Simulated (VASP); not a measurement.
Method: AM05 GGA, VASP's PBE PAW potentials (set 64) (plane waves; VASP).

VASP ran on this input.

### KPOINTS
```
Automatic mesh
0
G
  8 8 8
```

POSCAR:
```
AgCl
1.0
  0.0000000000   2.7750000000   2.7750000000
  2.7750000000   0.0000000000   2.7750000000
  2.7750000000   2.7750000000   0.0000000000
Ag Cl
1 1
Cart
  0.0000000000   0.0000000000   0.0000000000
  2.7750000000   2.7750000000   2.7750000000
```

### INCAR
```
# general
SYSTEM =AgCl
PREC   =Accurate
ENCUT  =520
LREAL  =.False.
LASPH  =.True.

# electronic loop
EDIFF  =1E-6
NELM   =100
ALGO   =Normal
LMAXMIX=4

# smearing
ISMEAR =0
SIGMA  =0.05

# functional
GGA    =AM

# ions
IBRION =2
NSW    =60
ISIF   =3
EDIFFG =-0.01

# output
LWAVE  =.False.
LCHARG =.False.
```

POTCAR, in this order: Ag Cl (PBE.64 set). Program: vasp_std.

What will the output report for the number of irreducible k-points (NKPTS), largest plane-wave count, number of space-group operations, FFT grid (NGX, NGY, NGZ)?

| Quantity | Result |
|---|---|
| number of irreducible k-points (NKPTS) | 29 |
| largest plane-wave count | 1174 |
| number of space-group operations | 48 |
| FFT grid (NGX, NGY, NGZ) | 30 × 30 × 30 |

The compound is AgCl in the rock salt structure. This run relaxes it. Symmetry was kept, so distortions that lower it aren't found.
